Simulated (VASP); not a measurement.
## InAs: relaxed cell and zone-centre modes

What lattice and vibrations does InAs have at one level of theory? The starting structure is a measured crystal structure from the Crystallography Open Database. All runs use LDA.

Calculated with VASP 6.6.1; Kohn-Sham DFT with plane waves and PAW; LDA.

## Step 1: The starting structure

It takes space group F-43m (No. 216, cubic). The conventional cell has a = 6.058 Å, b = 6.058 Å, c = 6.058 Å, α = 90.00°, β = 90.00°, γ = 90.00°. Nearest to In lie 4 As at 2.62 Å. Nearest to As lie 4 In at 2.62 Å. Farther neighbours are not listed.

As a file:

```
In As
1.0
     0.00000    3.02900    3.02900
     3.02900    0.00000    3.02900
     3.02900    3.02900    0.00000
In As
1 1
Cartesian
  0.0000 0.0000 0.0000
  4.5435 4.5435 4.5435
```

## Step 2: Relaxation

This run starts from the cell of an earlier relaxation, which isn't shown; the restart sets up the plane waves anew.

INCAR

```
SYSTEM = InAs
PREC = Accurate
ENCUT = 500
EDIFF = 1E-07
NELM = 100
ISMEAR = 0
SIGMA = 0.05
LREAL = .FALSE.
ALGO = Normal
GGA = CA
NBANDS = 15
LORBIT = 11
LWAVE = .FALSE.
LCHARG = .FALSE.
KPAR = 4
IBRION = 2
NSW = 50
ISIF = 3
EDIFFG = -0.002
```

POSCAR

```
InAs
1.0
    0.0000000000      3.0156145729      3.0156145729
    3.0156145729      0.0000000000      3.0156145729
    3.0156145729      3.0156145729      0.0000000000
In As
1 1
Direct
    0.0000000000      0.0000000000      0.0000000000
    0.7500000000      0.7500000000      0.7500000000
```

KPOINTS

```
Automatic mesh
0
Gamma
10 10 10
0 0 0
```

The projector-augmented-wave data sets are In_d and As (LDA family, release 64).

Launch:

```bash
$ mpirun -np 4 vasp_std
```

The program printed:

```text
[banner, memory and clock lines left out]
running    4 mpi-ranks, on    1 nodes
 distrk:  each k-point on    1 cores,    4 groups
 distr:  one band on    1 cores,    1 groups

 POSCAR found type information on POSCAR InAs
 POSCAR found :  2 types and       2 ions
 LDA part: xc-table for (Slater(with rela. corr.)+CA(PZ))
 , standard interpolation
 POSCAR, INCAR and KPOINTS ok, starting setup
 FFT: planning ... GRIDC
 FFT: planning ... GRID_SOFT
 FFT: planning ... GRID
 WAVECAR not read
 entering main loop
       N       E                     dE             d eps       ncg     rms          rms(c)
DAV:   1     0.111148183348E+03    0.11115E+03   -0.82428E+03  1424   0.126E+03
DAV:   2    -0.175985505111E+01   -0.11291E+03   -0.10876E+03  1529   0.296E+02
DAV:   3    -0.914057494198E+01   -0.73807E+01   -0.73408E+01  1802   0.784E+01
DAV:   4    -0.933724840172E+01   -0.19667E+00   -0.19660E+00  1803   0.142E+01
DAV:   5    -0.934557658255E+01   -0.83282E-02   -0.83281E-02  2038   0.244E+00    0.474E+00
DAV:   6    -0.907151706362E+01    0.27406E+00   -0.38412E-01  2245   0.112E+01    0.261E+00
DAV:   7    -0.903255980838E+01    0.38957E-01   -0.11150E-01  1995   0.314E+00    0.686E-01
DAV:   8    -0.902915779977E+01    0.34020E-02   -0.11859E-02  1928   0.133E+00    0.221E-01
DAV:   9    -0.902904914844E+01    0.10865E-03   -0.76042E-04  1767   0.254E-01    0.139E-01
DAV:  10    -0.902907146056E+01   -0.22312E-04   -0.11670E-04  2193   0.185E-01    0.693E-02
DAV:  11    -0.902907527633E+01   -0.38158E-05   -0.34594E-05  2109   0.114E-01    0.457E-02
DAV:  12    -0.902907293606E+01    0.23403E-05   -0.49510E-06  2077   0.301E-02    0.677E-03
DAV:  13    -0.902907298481E+01   -0.48754E-07   -0.68371E-07  1725   0.491E-03
   1 F= -.90290730E+01 E0= -.90290344E+01  d E =-.902907E+01
 curvature:   0.00 expect dE= 0.000E+00 dE for cont linesearch  0.000E+00
 trial: gam= 0.00000 g(F)=  0.329E-47 g(S)=  0.473E-06 ort = 0.000E+00 (trialstep = 0.100E+01)
 search vector abs. value=  0.473E-06
 reached required accuracy - stopping structural energy minimisation
```

Elapsed: 8.8 s, on 4 MPI ranks of Intel Xeon Platinum 8559C (Emerald Rapids), shared host; peak memory 0.67 GiB.

The logs omit lines about the potential files and the build; timing stands in the text.

OUTCAR, selected parts (step 2):

```text
ion  position               nearest neighbor table
   1  0.000  0.000  0.000-   2 2.61   2 2.61   2 2.61   2 2.61
   2  0.750  0.750  0.750-   1 2.61   1 2.61   1 2.61   1 2.61

  LATTYP: Found a face centered cubic cell.
 ALAT       =     6.0312291458

 Subroutine GETGRP returns: Found 24 space group operations
 (whereof 24 operations were pure point group operations)

The static configuration has the point symmetry T_d .

 Found     47 irreducible k-points:

   k-points           NKPTS =     47   k-points in BZ     NKDIM =     47   number of bands    NBANDS=     15

   dimension x,y,z NGX =    32 NGY =   32 NGZ =   32
   dimension x,y,z NGXF=    64 NGYF=   64 NGZF=   64

   ENCUT  =  500.0 eV  36.75 Ry    6.06 a.u.   7.78  7.78  7.78*2*pi/ulx,y,z

   NELECT =      18.0000    total number of electrons

 k-points in reciprocal lattice and weights: Automatic mesh
   0.00000000  0.00000000  0.00000000       0.001
   0.10000000  0.00000000  0.00000000       0.008
   0.20000000  0.00000000  0.00000000       0.008
   0.30000000  0.00000000  0.00000000       0.008
   0.40000000  0.00000000  0.00000000       0.008
   0.50000000  0.00000000  0.00000000       0.004
   0.10000000  0.10000000  0.00000000       0.006
   0.20000000  0.10000000  0.00000000       0.024
   0.30000000  0.10000000  0.00000000       0.024
[...]
-0.30000000  0.40000000  0.20000000       0.024
  -0.30000000  0.50000000  0.20000000       0.012

 average (electrostatic) potential at core
       1 -96.0427       2 -53.0426

 E-fermi :   4.4334

 k-point     1 :       0.0000    0.0000    0.0000
  band No.  band energies     occupation
    ...
      6      -7.5472      2.00000
      7       4.0635      2.00000
      8       4.4181      1.33350
      9       4.4181      1.33350
     10       4.4181      1.33349
     11       8.2445      0.00000
     12       8.2445      0.00000
     13       8.2445      0.00000
     14      11.7277      0.00000
     15      14.1564      0.00000

 k-point     2 :       0.1000    0.0000    0.0000
  band No.  band energies     occupation
    ...
      5      -9.8234      2.00000
      6      -7.4407      2.00000
      7       2.8237      2.00000
      8       4.2855      1.99997
      9       4.2855      1.99997
     10       5.2775      0.00000
     11       8.3023      0.00000
     12       8.4370      0.00000
     13       8.4370      0.00000
     14      12.3355      0.00000
    ...

 k-point     3 :       0.2000    0.0000    0.0000
  band No.  band energies     occupation
    ...
      5      -9.8229      2.00000
      6      -7.1387      2.00000
      7       1.3426      2.00000
      8       3.9891      2.00000
      9       3.9891      2.00000
     10       5.5828      0.00000
     11       8.8221      0.00000
     12       8.8221      0.00000
     13       8.9324      0.00000
     14      12.8028      0.00000
    ...

  Total       -0.0025573     -0.0025573     -0.0025573      0.0000000      0.0000000      0.0000000
  in kB       -0.0747029     -0.0747029     -0.0747029      0.0000000      0.0000000      0.0000000
  external PRESSURE =      -0.0747029 kB  Pullay stress =       0.0000000 kB

  energy-cutoff  :      500.00
  volume of cell :       54.85
      direct lattice vectors                 reciprocal lattice vectors
     0.000000000  3.015614573  3.015614573    -0.165803682  0.165803682  0.165803682
     3.015614573  0.000000000  3.015614573     0.165803682 -0.165803682  0.165803682
     3.015614573  3.015614573  0.000000000     0.165803682  0.165803682 -0.165803682

 POSITION                                       TOTAL-FORCE (eV/Angst)
 -----------------------------------------------------------------------------------
      0.00000      0.00000      0.00000        -0.000000      0.000000      0.000000
      4.52342      4.52342      4.52342         0.000000     -0.000000     -0.000000
 -----------------------------------------------------------------------------------
    total drift:                                0.000000      0.000000      0.000000

  FREE ENERGIE OF THE ION-ELECTRON SYSTEM (eV)
  ---------------------------------------------------
  free  energy   TOTEN  =        -9.0290729848 eV

  energy  without entropy=       -9.0289957855  energy(sigma->0) =       -9.02903439

 reached required accuracy - stopping structural energy minimisation

 total charge
# of ion       s       p       d       tot
------------------------------------------
    1        0.865   0.751   9.886  11.502
    2        1.229   1.569   0.023   2.820
--------------------------------------------------
tot          2.093   2.320   9.909  14.322

[... 3 further parts left out ...]
```

The run keeps the 24 symmetry operations of its start, so it cannot find a distortion of lower symmetry.

The relaxed cell holds 27.424 Å³ an atom, with a = 6.031 Å (-0.4 % against the database cell). Pressures at 0.985 and 1.015 times this volume, from two more relaxations that aren't shown, give a bulk modulus of 60.2 GPa.

## Step 3: Modes of the relaxed cell

INCAR, as its differences from that of step 2:

```diff
@@ -3,3 +3,3 @@
 ENCUT = 500
-EDIFF = 1E-07
+EDIFF = 1E-08
 NELM = 100
@@ -15,5 +15,3 @@
 KPAR = 4
-IBRION = 2
-NSW = 50
-ISIF = 3
-EDIFFG = -0.002
+IBRION = 8
+ISIF = 2
```

POSCAR is that of step 2.

KPOINTS

```
Automatic mesh
0
Gamma
12 12 12
0 0 0
```

Launch:

```bash
$ mpirun -np 4 vasp_std
```

The program printed:

```text
[... set-up lines as in an earlier step ...]
 entering main loop
       N       E                     dE             d eps       ncg     rms          rms(c)
DAV:   1     0.110975209080E+03    0.11098E+03   -0.82724E+03  2181   0.127E+03
DAV:   2    -0.143985589999E+01   -0.11242E+03   -0.10829E+03  2328   0.297E+02
DAV:   3    -0.913787091394E+01   -0.76980E+01   -0.76565E+01  2762   0.794E+01
DAV:   4    -0.933694700946E+01   -0.19908E+00   -0.19903E+00  2592   0.144E+01
[...]
DAV:  12    -0.902988124955E+01    0.23166E-05   -0.48875E-06  3157   0.296E-02    0.690E-03
DAV:  13    -0.902988129743E+01   -0.47881E-07   -0.68183E-07  2734   0.488E-03    0.174E-03
DAV:  14    -0.902988129338E+01    0.40443E-08   -0.23875E-08  2728   0.235E-03
   1 F= -.90298813E+01 E0= -.90298578E+01  d E =-.469027E-04
 Linear response reoptimize wavefunctions to high precision
DAV:   1    -0.902988129368E+01   -0.29922E-09   -0.36033E-09  2332   0.105E-03
DAV:   2    -0.902988129376E+01   -0.75488E-10   -0.92057E-10  1542   0.246E-04
 Linear response DOF=           2
 Linear response progress:
[...]
RMM:  15    -0.237627651996E+00   -0.12551E-07   -0.65398E-08 17430   0.451E-05    0.595E-06
RMM:  16    -0.237627631905E+00    0.20091E-07   -0.17468E-08 16015   0.396E-05    0.601E-06
RMM:  17    -0.237627640522E+00   -0.86167E-08   -0.13841E-08 14118   0.368E-05    0.595E-06
 first order change of Fermi-energy  -0.45631E-04
 force on displaced ion       1 direction 1 :  -7.606  -0.000  -0.000
 Linear response progress:
  Degree of freedom:   2/  2
       N       E                     dE             d eps       ncg     rms          rms(c)
RMM:   1    -0.475179169878E-01   -0.47518E-01    0.64649E-02 17543   0.157E+00
RMM:   2    -0.452848209903E-01    0.22331E-02    0.16197E-03 13258   0.579E-01    0.110E-01
RMM:   3    -0.459820943882E-01   -0.69727E-03   -0.20132E-03 15445   0.249E-01    0.468E-02
RMM:   4    -0.461448816970E-01   -0.16279E-03   -0.16586E-04 15773   0.833E-02    0.107E-02
[...]
RMM:   9    -0.461571829905E-01   -0.69804E-06    0.94691E-08 15839   0.406E-04    0.792E-05
RMM:  10    -0.461572663895E-01   -0.83399E-07    0.66927E-08 17149   0.170E-04    0.713E-05
RMM:  11    -0.461572620376E-01    0.43519E-08   -0.53065E-08 18035   0.730E-05    0.214E-05
 first order change of Fermi-energy   0.30976E-03
 force on displaced ion       2 direction 1 :  -7.648  -0.000  -0.000
 Linear response finished
```

The job ended after 2.6 min (4 MPI ranks; peak memory 2.2 GiB; 10 min of CPU time).

OUTCAR, selected parts (step 3):

```text
  Total       -0.0003232     -0.0003232     -0.0003232     -0.0000000      0.0000000      0.0000000
  in kB       -0.0094409     -0.0094409     -0.0094409     -0.0000000      0.0000000      0.0000000
  external PRESSURE =      -0.0094409 kB  Pullay stress =       0.0000000 kB

 POSITION                                       TOTAL-FORCE (eV/Angst)
 -----------------------------------------------------------------------------------
      0.00000      0.00000      0.00000        -0.000000     -0.000000     -0.000000
      4.52342      4.52342      4.52342         0.000000      0.000000      0.000000
 -----------------------------------------------------------------------------------
    total drift:                                0.000000      0.000000      0.000000

[... 1 part as in an earlier step ...]

[... 1 further part left out ...]
```

The zone-centre modes at 27.424 Å³ an atom are T2 213.9 cm⁻¹.

## Step 4: Modes at 0.97 of that volume

Shape and positions were first relaxed at this volume, in a run that isn't shown.

INCAR is that of step 3.

POSCAR

```
InAs
1.0
    0.0000000000      2.9851517369      2.9851517369
    2.9851517369      0.0000000000      2.9851517369
    2.9851517369      2.9851517369      0.0000000000
In As
1 1
Direct
    0.0000000000      0.0000000000      0.0000000000
    0.7500000000      0.7500000000      0.7500000000
```

KPOINTS is that of step 3.

Launch:

```bash
$ mpirun -np 4 vasp_std
```

The program printed:

```text
[... set-up lines as in an earlier step ...]
 entering main loop
       N       E                     dE             d eps       ncg     rms          rms(c)
DAV:   1     0.112323076382E+03    0.11232E+03   -0.82861E+03  2160   0.127E+03
DAV:   2    -0.163646912859E+01   -0.11396E+03   -0.10981E+03  2300   0.306E+02
DAV:   3    -0.915274794446E+01   -0.75163E+01   -0.74742E+01  2811   0.795E+01
DAV:   4    -0.934117354447E+01   -0.18843E+00   -0.18837E+00  2574   0.139E+01
[...]
DAV:  12    -0.901969337379E+01    0.23002E-05   -0.53108E-06  3194   0.315E-02    0.688E-03
DAV:  13    -0.901969342660E+01   -0.52810E-07   -0.69423E-07  2762   0.529E-03    0.150E-03
DAV:  14    -0.901969342040E+01    0.61953E-08   -0.31130E-08  2836   0.283E-03
   1 F= -.90196934E+01 E0= -.90196704E+01  d E =-.460949E-04
 Linear response reoptimize wavefunctions to high precision
DAV:   1    -0.901969342051E+01   -0.11028E-09   -0.37801E-09  2388   0.913E-04
DAV:   2    -0.901969342058E+01   -0.70258E-10   -0.86446E-10  1479   0.242E-04
 Linear response DOF=           2
 Linear response progress:
[...]
RMM:  13    -0.237491880846E+00   -0.10710E-07   -0.52322E-08 18245   0.568E-05    0.824E-06
RMM:  14    -0.237491870485E+00    0.10360E-07   -0.51411E-08 17525   0.393E-05    0.374E-05
RMM:  15    -0.237491863122E+00    0.73633E-08   -0.19014E-08 17461   0.294E-05    0.727E-06
 first order change of Fermi-energy  -0.42741E-04
 force on displaced ion       1 direction 1 :  -8.304  -0.000  -0.000
 Linear response progress:
  Degree of freedom:   2/  2
       N       E                     dE             d eps       ncg     rms          rms(c)
RMM:   1    -0.476644413327E-01   -0.47664E-01    0.63338E-02 17582   0.162E+00
RMM:   2    -0.452973374923E-01    0.23671E-02    0.15894E-03 13277   0.606E-01    0.113E-01
RMM:   3    -0.460232543505E-01   -0.72592E-03   -0.20868E-03 15394   0.257E-01    0.485E-02
RMM:   4    -0.461961310949E-01   -0.17288E-03   -0.17088E-04 15716   0.857E-02    0.109E-02
[...]
RMM:  10    -0.462097597674E-01   -0.10260E-06   -0.30263E-08 17071   0.181E-04    0.873E-05
RMM:  11    -0.462097465543E-01    0.13213E-07   -0.45351E-08 18057   0.729E-05    0.324E-05
RMM:  12    -0.462097561272E-01   -0.95729E-08    0.23979E-08 16748   0.298E-05    0.102E-05
 first order change of Fermi-energy   0.30685E-03
 force on displaced ion       2 direction 1 :  -8.295   0.000   0.000
 Linear response finished
```

Run time: 2.7 min. Hardware: 4 MPI ranks; peak memory 2.2 GiB; 11 min of CPU time.

From OUTCAR (step 4):

```text
  Total        0.6550187      0.6550187      0.6550187      0.0000000     -0.0000000      0.0000000
  in kB       19.7258208     19.7258208     19.7258208      0.0000000     -0.0000000      0.0000000
  external PRESSURE =      19.7258208 kB  Pullay stress =       0.0000000 kB

 POSITION                                       TOTAL-FORCE (eV/Angst)
 -----------------------------------------------------------------------------------
      0.00000      0.00000      0.00000        -0.000000      0.000000     -0.000000
      4.47773      4.47773      4.47773         0.000000     -0.000000      0.000000
 -----------------------------------------------------------------------------------
    total drift:                                0.000000      0.000000      0.000000

[... 1 part as in an earlier step ...]

[... 1 further part left out ...]
```

The zone-centre modes at 26.601 Å³ an atom are T2 223.1 cm⁻¹.

## Step 5: Modes at 1.03 of that volume

Shape and positions were first relaxed at this volume, in a run that isn't shown.

INCAR is that of step 4.

POSCAR

```
InAs
1.0
    0.0000000000      3.0454740848      3.0454740848
    3.0454740848      0.0000000000      3.0454740848
    3.0454740848      3.0454740848      0.0000000000
In As
1 1
Direct
    0.0000000000      0.0000000000      0.0000000000
    0.7500000000      0.7500000000      0.7500000000
```

KPOINTS is that of step 4.

Launch:

```bash
$ mpirun -np 4 vasp_std
```

The program printed:

```text
[... set-up lines as in an earlier step ...]
 entering main loop
       N       E                     dE             d eps       ncg     rms          rms(c)
DAV:   1     0.110751484277E+03    0.11075E+03   -0.81768E+03  2167   0.126E+03
DAV:   2    -0.163048718506E+01   -0.11238E+03   -0.10825E+03  2342   0.295E+02
DAV:   3    -0.911626252944E+01   -0.74858E+01   -0.74471E+01  2783   0.780E+01
DAV:   4    -0.931789298740E+01   -0.20163E+00   -0.20156E+00  2723   0.145E+01
[...]
DAV:  12    -0.902145327366E+01    0.23587E-05   -0.45640E-06  3281   0.286E-02    0.735E-03
DAV:  13    -0.902145330663E+01   -0.32969E-07   -0.64867E-07  2748   0.460E-03    0.222E-03
DAV:  14    -0.902145330478E+01    0.18542E-08   -0.29563E-08  2739   0.267E-03
   1 F= -.90214533E+01 E0= -.90214293E+01  d E =-.479474E-04
 Linear response reoptimize wavefunctions to high precision
DAV:   1    -0.902145330525E+01   -0.46794E-09   -0.19759E-09  2149   0.487E-04
DAV:   2    -0.902145330528E+01   -0.33424E-10   -0.58510E-10  1556   0.226E-04
 Linear response DOF=           2
 Linear response progress:
[...]
RMM:  14    -0.237760953438E+00    0.11978E-08   -0.12188E-07 19658   0.144E-04    0.205E-05
RMM:  15    -0.237760940855E+00    0.12583E-07   -0.10652E-07 18010   0.135E-04    0.581E-06
RMM:  16    -0.237760935278E+00    0.55773E-08   -0.64348E-08 16502   0.130E-04    0.391E-06
 first order change of Fermi-energy  -0.49260E-04
 force on displaced ion       1 direction 1 :  -7.032  -0.000  -0.000
 Linear response progress:
  Degree of freedom:   2/  2
       N       E                     dE             d eps       ncg     rms          rms(c)
RMM:   1    -0.474626456990E-01   -0.47463E-01    0.65018E-02 17501   0.152E+00
RMM:   2    -0.452763078920E-01    0.21863E-02    0.16712E-03 13232   0.558E-01    0.106E-01
RMM:   3    -0.459473548772E-01   -0.67105E-03   -0.19243E-03 15478   0.238E-01    0.452E-02
RMM:   4    -0.461001733503E-01   -0.15282E-03   -0.15990E-04 15796   0.810E-02    0.106E-02
[...]
RMM:  11    -0.461111035109E-01    0.30110E-07   -0.10343E-07 17857   0.734E-05    0.151E-05
RMM:  12    -0.461111347622E-01   -0.31251E-07   -0.20204E-08 16825   0.359E-05    0.557E-06
RMM:  13    -0.461111374038E-01   -0.26415E-08   -0.57196E-08 17309   0.238E-05    0.157E-06
 first order change of Fermi-energy   0.30988E-03
 force on displaced ion       2 direction 1 :  -7.062   0.000   0.000
 Linear response finished
```

Wall time 2.8 min (4 MPI ranks); peak memory 2.3 GiB; 11 min of CPU time.

Parts of OUTCAR (step 5):

```text
  Total       -0.5850356     -0.5850356     -0.5850356      0.0000000      0.0000000     -0.0000000
  in kB      -16.5919789    -16.5919789    -16.5919789      0.0000000      0.0000000     -0.0000000
  external PRESSURE =     -16.5919789 kB  Pullay stress =       0.0000000 kB

 POSITION                                       TOTAL-FORCE (eV/Angst)
 -----------------------------------------------------------------------------------
      0.00000      0.00000      0.00000        -0.000000      0.000000      0.000000
      4.56821      4.56821      4.56821         0.000000     -0.000000     -0.000000
 -----------------------------------------------------------------------------------
    total drift:                                0.000000      0.000000      0.000000

[... 1 part as in an earlier step ...]

[... 1 further part left out ...]
```

The zone-centre modes at 28.247 Å³ an atom are T2 205.6 cm⁻¹.

## Step 6: The runs compared

```
                         run  volume (Å³/atom)     T2  core minutes
                  relaxation            27.424      -         0.587
   modes of the relaxed cell            27.424  213.9          10.4
modes at 0.97 of that volume            26.601  223.1          10.7
modes at 1.03 of that volume            28.247  205.6          11.3
```

Modes are in cm⁻¹, degenerate ones as one, matched by symmetry and order. A number in brackets counts the listed modes of one symmetry from the lowest. The symmetry labels come from an automatic analysis and can be wrong where levels nearly coincide. Core minutes are wall time times ranks of the run shown, on a shared host.

## Step 7: Outcome

| Quantity | Value |
| --- | --- |
| relaxed volume | 27.42 Å³/atom |
| bulk modulus from two volumes | 60.2 GPa |
| mode T2 | 213.9 cm⁻¹ |
| Grüneisen parameter of T2 | 1.36 |

At the LDA level InAs relaxes to 27.42 Å³ an atom. The mode Grüneisen parameters, from the cells at 0.97 and 1.03 of the volume, come to 1.36 (T2). At a gap this small, or none, the modes can hang strongly on the k mesh, which isn't tested here. The frequencies are harmonic; if the crystal really has a gap, the splitting of its polar modes by their long-range field is missing too. All values are for a static lattice. Further runs on this material are not shown.

[Lines on the potential files, build, host, timing and source positions are cut from VASP's logs without a mark.]

[Logs are printed without paths, hosts, clocks, repeated set-up lines and the standing remarks that a program may print on its own settings, such as how far it seeks lower states.]

[Hosts, paths, dates, database ids (printed as entryN), source tags and the programs' standing remarks are cut or masked in the printed files.]
